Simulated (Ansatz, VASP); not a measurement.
# YZn in two plane-wave programs

One calculation is typed for both programs; each brings its own data sets. How far apart do they land? The cell is taken from a series of runs on this material, whose earlier steps may have relaxed, scaled, displaced or heated it; both programs get it as it stands.

Program: Ansatz 0.2.0. Level of theory: plane waves, with VASP 6.6.1 beside it; zone-centre phonons at PBEsol. Results are calculated unless marked as measured.

### Step 1. The starting structure

The structure is cubic, space group Pm-3m (No. 221). The conventional cell has a = 3.523 Å, b = 3.523 Å, c = 3.523 Å, α = 90.00°, β = 90.00°, γ = 90.00°. Nearest to Y lie 8 Zn at 3.05 Å. Zn has 8 Y at 3.05 Å nearest. Farther neighbours are not listed.

### Step 2. VASP: zone-centre phonons, PBEsol

Second derivatives magnify differences that forces hide, and they need a tight electronic threshold.

Lines of VASP's logs that name or quote its potential files are left out, and so is its time.

Input file INCAR:

```
SYSTEM = YZn
PREC = Accurate
ENCUT = 500
EDIFF = 1E-08
NELM = 120
ISMEAR = -1
SIGMA = 0.1
LREAL = .FALSE.
ALGO = Normal
GGA = PS
NBANDS = 17
LASPH = .TRUE.
LORBIT = 11
LWAVE = .FALSE.
LCHARG = .FALSE.
ISIF = 2
IBRION = 8
GGA_COMPAT = .FALSE.
KPAR = 2
```

Input file POSCAR:

```
YZn
1.0
    3.5234649565      0.0000000000      0.0000000000
    0.0000000000      3.5234649565      0.0000000000
    0.0000000000      0.0000000000      3.5234649565
Y Zn
1 1
Direct
    0.0000000000      0.0000000000      0.0000000000
    0.5000000000      0.5000000000      0.5000000000
```

Input file KPOINTS:

```
Automatic mesh
0
Gamma
16 16 16
0 0 0
```

Potentials, in the order of the species: Y_sv and Zn (PBE family, release 64).

Command:

```sh
$ mpirun -np 2 vasp_std
```

Numbers of over 12 decimals in the logs are rounded to 6 here.

Output:

```text
[banner, memory and clock lines left out]
running    2 mpi-ranks, on    1 nodes
 distrk:  each k-point on    1 cores,    2 groups
 distr:  one band on    1 cores,    1 groups

 POSCAR found type information on POSCAR Y Zn
 POSCAR found :  2 types and       2 ions
|                                                                             |
|               ----> ADVICE to this user running VASP <----                  |
|                                                                             |
|     You enforced a specific xc type in the INCAR file but a different       |
|     [... a line on the potential file left out ...]
|     I HOPE YOU KNOW WHAT YOU ARE DOING!                                     |
|                                                                             |

 LDA part: xc-table for (Slater+PW92), standard interpolation
 POSCAR, INCAR and KPOINTS ok, starting setup
 FFT: planning ... GRIDC
 FFT: planning ... GRID_SOFT
 FFT: planning ... GRID
 WAVECAR not read
 entering main loop
       N       E                     dE             d eps       ncg     rms          rms(c)
DAV:   1     0.105206392579E+03    0.10521E+03   -0.11510E+04  5610   0.156E+03
DAV:   2    -0.482982045501E+01   -0.11004E+03   -0.10782E+03  6127   0.309E+02
DAV:   3    -0.956221640779E+01   -0.47324E+01   -0.46960E+01  7236   0.618E+01
DAV:   4    -0.966314155963E+01   -0.10093E+00   -0.10080E+00  7669   0.714E+00
DAV:   5    -0.966454229677E+01   -0.14007E-02   -0.14000E-02  7337   0.725E-01    0.302E+01
DAV:   6    -0.923197533492E+01    0.43257E+00   -0.12821E+00  7023   0.160E+01    0.181E+01
DAV:   7    -0.918752688600E+01    0.44448E-01   -0.68800E-01  8228   0.711E+00    0.386E+00
DAV:   8    -0.916751790401E+01    0.20009E-01   -0.11552E-01  7111   0.441E+00    0.809E-01
DAV:   9    -0.916364177478E+01    0.38761E-02   -0.31198E-02  6169   0.136E+00    0.168E-01
DAV:  10    -0.916356584879E+01    0.75926E-04   -0.22725E-03  6288   0.329E-01    0.594E-02
DAV:  11    -0.916354776326E+01    0.18086E-04   -0.16976E-04  8365   0.117E-01    0.235E-02
DAV:  12    -0.916354904890E+01   -0.12856E-05   -0.45600E-06  6275   0.166E-02    0.157E-02
DAV:  13    -0.916354816698E+01    0.88193E-06   -0.32888E-06  6893   0.144E-02    0.531E-03
DAV:  14    -0.916354829524E+01   -0.12826E-06   -0.12165E-07  5992   0.277E-03    0.322E-03
DAV:  15    -0.916354835921E+01   -0.63977E-07   -0.26705E-08  6560   0.118E-03    0.336E-04
DAV:  16    -0.916354834927E+01    0.99394E-08   -0.16421E-09  3078   0.366E-04
   1 F= -.91635483E+01 E0= -.91297463E+01  d E =-.676041E-01
 Linear response reoptimize wavefunctions to high precision
DAV:   1    -0.916354834621E+01    0.30636E-08   -0.26162E-10  3222   0.160E-04
DAV:   2    -0.916354834619E+01    0.17735E-10   -0.54040E-11  3031   0.600E-05
 Linear response DOF=           2
 Linear response progress:
  Degree of freedom:   1/  2
       N       E                     dE             d eps       ncg     rms          rms(c)
RMM:   1    -0.285287304865E+00   -0.28529E+00    0.53149E+00 15772   0.114E+01
RMM:   2    -0.268260135160E+00    0.17027E-01   -0.19705E-01 24752   0.195E+00    0.165E-01
RMM:   3    -0.270240853402E+00   -0.19807E-02   -0.11709E-02 25730   0.434E-01    0.892E-02
RMM:   4    -0.270704611550E+00   -0.46376E-03   -0.12968E-03 29744   0.145E-01    0.400E-02
RMM:   5    -0.270730735015E+00   -0.26123E-04   -0.34457E-04 31354   0.628E-02    0.125E-02
RMM:   6    -0.270640567066E+00    0.90168E-04   -0.70682E-05 32528   0.271E-02    0.562E-03
RMM:   7    -0.270588268206E+00    0.52299E-04   -0.29752E-05 33097   0.141E-02    0.116E-03
RMM:   8    -0.270590363170E+00   -0.20950E-05   -0.17486E-05 34146   0.755E-03    0.733E-04
RMM:   9    -0.270579401409E+00    0.10962E-04   -0.21825E-05 33225   0.508E-03    0.273E-04
RMM:  10    -0.270581160101E+00   -0.17587E-05   -0.21565E-05 33712   0.348E-03    0.109E-04
RMM:  11    -0.270581881261E+00   -0.72116E-06   -0.18443E-05 35032   0.269E-03    0.182E-04
RMM:  12    -0.270583386768E+00   -0.15055E-05   -0.14775E-05 33690   0.221E-03    0.422E-04
RMM:  13    -0.270582370476E+00    0.10163E-05   -0.10866E-05 32428   0.188E-03    0.231E-04
RMM:  14    -0.270582229024E+00    0.14145E-06   -0.78789E-06 34178   0.158E-03    0.211E-04
RMM:  15    -0.270582308027E+00   -0.79002E-07   -0.58310E-06 34619   0.136E-03    0.243E-04
RMM:  16    -0.270582374713E+00   -0.66686E-07   -0.43984E-06 33852   0.119E-03    0.273E-04
RMM:  17    -0.270581697036E+00    0.67768E-06   -0.34645E-06 30284   0.108E-03    0.154E-04
RMM:  18    -0.270581465926E+00    0.23111E-06   -0.25814E-06 31807   0.937E-04    0.130E-04
RMM:  19    -0.270581331745E+00    0.13418E-06   -0.20533E-06 31965   0.830E-04    0.123E-04
RMM:  20    -0.270581347541E+00   -0.15795E-07   -0.15690E-06 29287   0.739E-04    0.140E-04
 first order change of Fermi-energy   0.11725E-03
 force on displaced ion       1 direction 1 :  -3.034  -0.000   0.000
 Linear response progress:
  Degree of freedom:   2/  2
       N       E                     dE             d eps       ncg     rms          rms(c)
RMM:   1    -0.209915817573E+00   -0.20992E+00   -0.14266E-02 21125   0.189E+00
RMM:   2    -0.209308683835E+00    0.60713E-03   -0.29743E-03 23787   0.343E-01    0.149E-01
RMM:   3    -0.209358648564E+00   -0.49965E-04   -0.27995E-04 26751   0.780E-02    0.864E-02
RMM:   4    -0.209447967262E+00   -0.89319E-04   -0.76133E-05 27190   0.477E-02    0.554E-03
RMM:   5    -0.209442050268E+00    0.59170E-05   -0.19070E-05 30401   0.150E-02    0.301E-03
RMM:   6    -0.209442404311E+00   -0.35404E-06   -0.46328E-06 31255   0.702E-03    0.201E-03
RMM:   7    -0.209437984820E+00    0.44195E-05   -0.13873E-06 31276   0.340E-03    0.557E-04
RMM:   8    -0.209438651974E+00   -0.66715E-06   -0.34952E-07 32396   0.161E-03    0.249E-04
RMM:   9    -0.209438395122E+00    0.25685E-06    0.18272E-07 32998   0.851E-04    0.192E-04
RMM:  10    -0.209437785240E+00    0.60988E-06    0.41688E-07 31299   0.532E-04    0.213E-04
RMM:  11    -0.209438217250E+00   -0.43201E-06    0.41258E-07 31174   0.320E-04    0.549E-05
RMM:  12    -0.209438231869E+00   -0.14619E-07    0.36111E-07 32643   0.180E-04    0.540E-05
RMM:  13    -0.209438189879E+00    0.41991E-07    0.22305E-07 32176   0.118E-04    0.625E-06
RMM:  14    -0.209438203350E+00   -0.13471E-07    0.14166E-07 32347   0.733E-05    0.825E-06
RMM:  15    -0.209438197768E+00    0.55826E-08    0.81678E-08 31340   0.509E-05    0.313E-06
 first order change of Fermi-energy  -0.12442E-03
 force on displaced ion       2 direction 1 :  -3.116  -0.000   0.000
 Linear response finished
```

OUTCAR, selected parts (step 2):

```text
ion  position               nearest neighbor table
   1  0.000  0.000  0.000-   2 3.05   2 3.05   2 3.05   2 3.05   2 3.05   2 3.05   2 3.05   2 3.05

  LATTYP: Found a simple cubic cell.
 ALAT       =     3.5234649565

 Subroutine GETGRP returns: Found 48 space group operations
 (whereof 48 operations were pure point group operations)

The static configuration has the point symmetry O_h .

 Found    165 irreducible k-points:

   k-points           NKPTS =    165   k-points in BZ     NKDIM =    165   number of bands    NBANDS=     17

   dimension x,y,z NGX =    28 NGY =   28 NGZ =   28
   dimension x,y,z NGXF=    56 NGYF=   56 NGZF=   56

   ENCUT  =  500.0 eV  36.75 Ry    6.06 a.u.   6.42  6.42  6.42*2*pi/ulx,y,z

   NELECT =      23.0000    total number of electrons

 k-points in reciprocal lattice and weights: Automatic mesh
   0.00000000  0.00000000  0.00000000       0.000
   0.06250000  0.00000000  0.00000000       0.001
   0.12500000  0.00000000  0.00000000       0.001
   0.18750000  0.00000000  0.00000000       0.001
   0.25000000  0.00000000  0.00000000       0.001
   0.31250000  0.00000000  0.00000000       0.001
   0.37500000  0.00000000  0.00000000       0.001
   0.43750000  0.00000000  0.00000000       0.001
   0.50000000  0.00000000  0.00000000       0.001
[...]
0.50000000  0.50000000  0.43750000       0.001
   0.50000000  0.50000000  0.50000000       0.000

 average (electrostatic) potential at core
       1 -37.1000       2 -35.8615

  Total       -0.0409015     -0.0409015     -0.0409015     -0.0000000     -0.0000000     -0.0000000
  in kB       -1.4980984     -1.4980984     -1.4980984     -0.0000000     -0.0000000     -0.0000000
  external PRESSURE =      -1.4980984 kB  Pullay stress =       0.0000000 kB

  energy-cutoff  :      500.00
  volume of cell :       43.74
      direct lattice vectors                 reciprocal lattice vectors
     3.523464956  0.000000000  0.000000000     0.283811536  0.000000000  0.000000000
     0.000000000  3.523464956  0.000000000     0.000000000  0.283811536  0.000000000
     0.000000000  0.000000000  3.523464956     0.000000000  0.000000000  0.283811536

 POSITION                                       TOTAL-FORCE (eV/Angst)
 -----------------------------------------------------------------------------------
      0.00000      0.00000      0.00000         0.000000      0.000000      0.000000
      1.76173      1.76173      1.76173         0.000000      0.000000      0.000000
 -----------------------------------------------------------------------------------
    total drift:                                0.000000      0.000000      0.000000

 Eigenvectors and eigenvalues of the dynamical matrix
 ----------------------------------------------------

   1 f  =    4.470576 THz    28.089458 2PiTHz  149.122369 cm-1    18.488809 meV
             X         Y         Z           dx          dy          dz
      0.000000  0.000000  0.000000    -0.000000    0.645967    0.000000
      1.761732  1.761732  1.761732    -0.000000   -0.763365    0.000000

   2 f  =    4.470576 THz    28.089458 2PiTHz  149.122369 cm-1    18.488809 meV
             X         Y         Z           dx          dy          dz
      0.000000  0.000000  0.000000     0.645967    0.000000    0.000000
      1.761732  1.761732  1.761732    -0.763365   -0.000000    0.000000

   3 f  =    4.470576 THz    28.089458 2PiTHz  149.122369 cm-1    18.488809 meV
             X         Y         Z           dx          dy          dz
      0.000000  0.000000  0.000000    -0.000000    0.000000   -0.645967
      1.761732  1.761732  1.761732    -0.000000    0.000000    0.763365

   4 f/i=    0.029533 THz     0.185563 2PiTHz    0.985126 cm-1     0.122140 meV
             X         Y         Z           dx          dy          dz
      0.000000  0.000000  0.000000    -0.763365   -0.000000    0.000000
      1.761732  1.761732  1.761732    -0.645967   -0.000000    0.000000

   5 f/i=    0.029533 THz     0.185563 2PiTHz    0.985126 cm-1     0.122140 meV
             X         Y         Z           dx          dy          dz
      0.000000  0.000000  0.000000     0.000000   -0.763365   -0.000000
      1.761732  1.761732  1.761732     0.000000   -0.645967    0.000000

   6 f/i=    0.029533 THz     0.185563 2PiTHz    0.985126 cm-1     0.122140 meV
             X         Y         Z           dx          dy          dz
      0.000000  0.000000  0.000000    -0.000000    0.000000   -0.763365
      1.761732  1.761732  1.761732    -0.000000    0.000000   -0.645967

 ELASTIC MODULI CONTR FROM IONIC RELAXATION (kBar)
 Direction    XX          YY          ZZ          XY          YZ          ZX
 --------------------------------------------------------------------------------
 XX           0.0000      0.0000      0.0000      0.0000      0.0000      0.0000
 YY           0.0000      0.0000      0.0000      0.0000      0.0000      0.0000
 ZZ           0.0000      0.0000      0.0000      0.0000      0.0000      0.0000
 XY           0.0000      0.0000      0.0000      0.0000      0.0000      0.0000
 YZ           0.0000      0.0000      0.0000      0.0000      0.0000      0.0000
 ZX           0.0000      0.0000      0.0000      0.0000      0.0000      0.0000
 --------------------------------------------------------------------------------
```

(Part 1 of 2 ends here.)

[Lines on the potential files, build, host, timing and source positions are cut from VASP's logs without a mark.]

[Logs are printed without paths, hosts, clocks, repeated set-up lines and the standing remarks that a program may print on its own settings, such as how far it seeks lower states.]

[Hosts, paths, dates, database ids (printed as entryN), source tags and the programs' standing remarks are cut or masked in the printed files.]
